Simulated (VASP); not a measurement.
Crystal: GaSn.

```xyz
2
Lattice="0.0000 2.9029 3.0982 2.7293 0.0000 3.0982 2.7293 2.9029 0.0000" Properties=species:S:1:pos:R:3 pbc="T T T"
Ga    2.7293    2.9029    3.0982
Sn    0.0000    0.0000    0.0000
```

The cell was built by a generator and needn't be a form met in nature.

- Program: VASP 6.6.1
- Task: relaxation of cell and atoms
- Functional: PBE
- Potentials or basis: VASP PAW PBE potentials, release 64 (Ga_d, Sn_d)
- Cutoff: 600 eV
- k mesh: 8 × 8 × 8
- Occupations: fermi-dirac, width 0.05 eV
- Spin: no spin polarisation

At the start: pressure 1.1 GPa; volume 24.55 Å³/atom.

Question: Where does the relaxation end?

Answer: Over 9 steps the energy falls by 58.8 meV/atom and the volume is 24.49 Å³/atom (-0.2 %); space group Fm-3m (No. 225, to 0.05 Å).

The path:
| step | energy change (eV) | largest force (eV/Å) | pressure (GPa) | volume (Å³) |
| --- | --- | --- | --- | --- |
| 1 | 0.0000 | 0.0000 | 1.10 | 49.09 |
| 2 | -0.0962 | 0.0000 | -1.00 | 50.22 |
| 3 | -0.1041 | 0.0000 | -1.75 | 51.01 |
| 4 | -0.1079 | 0.0000 | -1.59 | 50.76 |
| 5 | -0.1080 | 0.0000 | -1.54 | 50.68 |
| 6 | -0.1174 | 0.0000 | 0.04 | 48.93 |
| 7 | -0.1174 | 0.0000 | -0.13 | 49.08 |
| 8 | -0.1174 | 0.0000 | -0.02 | 49.04 |
| 9 | -0.1177 | 0.0000 | -0.01 | 48.97 |

Final structure:
```xyz
2
Lattice="0.0000 2.9028 2.9007 2.9081 0.0000 2.9007 2.9081 2.9028 0.0000" Properties=species:S:1:pos:R:3 pbc="T T T"
Ga    2.9081    2.9028    2.9007
Sn    0.0000    0.0000    0.0000
```
